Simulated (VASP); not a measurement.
Here is the system:

```xyz
2
Lattice="2.9458 0.0000 0.0000 0.0000 2.9458 0.0000 0.0000 0.0000 2.9458" Properties=species:S:1:pos:R:3 pbc="T T T"
Ru     0.0000     0.0000     0.0000
S      1.4729     1.4729     1.4729
```

Computed with PBEsol GGA, VASP's PBE PAW potentials (set 64) (plane waves; VASP). Settings: 400 eV cut-off, 14×14×14 Γ-centred mesh, tetrahedra with Blöchl corrections, potentials Ru_pv S.

Problem. What does the run give for the energy per atom (σ→0), band gap (on the k-mesh) with the smallest direct gap where there is one?

Solution. 
| Quantity | Value |
|---|---|
| band gap (on the k-mesh) | none (metal, semimetal or under 0.01 eV) |
| energy per atom (σ→0) | -7.193 eV/atom |

The structure was generated: RuS was put into the CsCl type type (Pm-3m), which need not be its known phase. It was relaxed first, which changed the volume by -26 %.
